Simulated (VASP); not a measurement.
An input for Ansatz (written as the equivalent of a VASP run, and not itself run):

Ansatz 0.2 input:
```yaml
crystal:
  lattice:
    - [0.0000000, 3.2961146, 3.2961146]
    - [3.2961146, 0.0000000, 3.2961146]
    - [3.2961146, 3.2961146, 0.0000000]
  atoms:
    - { symbol: Na, position: [0.0000000, 0.0000000, 0.0000000] }
    - { symbol: I, position: [0.5000000, 0.5000000, 0.5000000] }
kpoints:
  mp_grid: { grid: [6, 6, 6] }
hamiltonian:
  xc: pbe0
  pseudopotentials: { kind: paw }
scf:
  occupations: { method: gaussian, width: 0.05 }
  max_iter: 60
output: { forces: true, stress: true, eigenvalues: true }
```

**Question.** Write the VASP files for the same calculation (PBE0).

**Answer.** Several could match; the one computed here: 
### KPOINTS
```
Automatic mesh
0
gamma
 6 6 6
```

INCAR:
```
# general
SYSTEM    =  NaI
PREC      =  Accurate
ENCUT     =  520
LREAL     =  .FALSE.
LASPH     =  .TRUE.   # aspherical one-centre terms
ISYM      =  3

# electronic loop
EDIFF     =  1E-6   # SCF stop (eV)
NELM      =  60   # most electronic steps
ALGO      =  Normal   # blocked Davidson
LMAXMIX   =  4

# smearing
ISMEAR    =  0   # Gaussian
SIGMA     =  0.05

# functional
GGA       =  PE   # PBE
LHFCALC   =  .TRUE.
AEXX      =  0.25
HFRCUT    =  -1
PRECFOCK  =  Fast

# ions
ISIF      =  2   # forces and stress, cell fixed

# output
LWAVE     =  .FALSE.
LCHARG    =  .FALSE.
```

File POSCAR:
```
NaI
1
    0.0000000000     3.2961145822     3.2961145822
    3.2961145822     0.0000000000     3.2961145822
    3.2961145822     3.2961145822     0.0000000000
Na I
1 1
Direct
  0.0000000000   0.0000000000   0.0000000000
  0.5000000000   0.5000000000   0.5000000000
```

POTCAR, in this order: Na_pv I (PBE.64 set). Program: vasp_std. Read from the step before: WAVECAR.

What does not carry over: each code has its own PAW files, so the cut-off isn't converted (ENCUT is set for VASP's; basis.ecutwfc is left out, and Ansatz then takes the one that its files recommend); Ansatz stops its SCF on the density residual and VASP on the energy change (EDIFF).

The compound is NaI in the rock salt structure. This cell is one point of a volume scan, at 1.03 of the reference volume.
